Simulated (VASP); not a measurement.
All values below come from PBE GGA with spin-orbit coupling, VASP's PBE PAW potentials (set 64) (plane waves; VASP 6.6.1).

VASP input:

### POSCAR
```
ZrS2
33.8946640
  0.1068417731   0.0000000000   0.0000000000
 -0.0534209160   0.0925277206   0.0000000000
  0.0000000000   0.0000000000   0.5000000000
Zr S
1 2
Cart
  0.0000000000   0.0000000000   0.2500000000
 -0.0000000731   0.0616851779   0.2934780000
  0.0534209301   0.0308425427   0.2065220000
```

**INCAR**
```
! general
SYSTEM        = ZrS2
PREC          = Accurate
ENCUT         = 300   ! plane-wave cut-off (eV)
LREAL         = .FALSE.
LASPH         = .TRUE.   ! aspherical one-centre terms

! electronic loop
EDIFF         = 1E-6
NELM          = 100
ALGO          = Normal   ! blocked Davidson
LMAXMIX       = 4

! smearing
ISMEAR        = 0   ! Gaussian
SIGMA         = 0.05

! functional
GGA           = PE   ! PBE
GGA_COMPAT    = .FALSE.

! spin
MAGMOM        = 0.0 0.0 0.0 0.0 0.0 0.0 0.0 0.0 0.0
LSORBIT       = .TRUE.
LNONCOLLINEAR = .TRUE.

! ions
ISIF          = 2

! output
LWAVE         = .FALSE.
LCHARG        = .FALSE.
LORBIT        = 11   ! lm-projected
```

KPOINTS:
```
Automatic
0
gamma
6 6 1
```

POTCAR, in this order: Zr_sv S (PBE.64 set). Program: vasp_ncl.

The cell holds a wide vacuum, so values per volume refer to the whole cell.

Estimate the energy per atom (σ→0), largest force, band gap (on the k-mesh).

The energy per atom (σ→0) is -7.154 eV/atom, the band gap (on the k-mesh) is 0.95 eV and the largest force is 0.065 eV/Å.

File OSZICAR:
```
...
DAV:  17    -0.214613606963E+02   -0.63665E-04   -0.97765E-06   480   0.109E-02    0.970E-03
DAV:  18    -0.214614075252E+02   -0.46829E-04   -0.10532E-06   432   0.404E-03    0.870E-03
DAV:  19    -0.214614478110E+02   -0.40286E-04   -0.20786E-06   456   0.451E-03    0.364E-03
DAV:  20    -0.214614711889E+02   -0.23378E-04   -0.15239E-06   464   0.381E-03    0.111E-03
DAV:  21    -0.214614776337E+02   -0.64448E-05   -0.35335E-07   376   0.195E-03    0.659E-04
DAV:  22    -0.214614801900E+02   -0.25563E-05   -0.17068E-07   368   0.127E-03    0.318E-04
DAV:  23    -0.214614808462E+02   -0.65620E-06   -0.35997E-08   344   0.698E-04
   1 F= -.21461481E+02 E0= -.21461481E+02  d E =-.710347E-21  mag=    -0.0000     0.0000     0.0000
```

The cell is a sheet with vacuum, built from a generated structure.
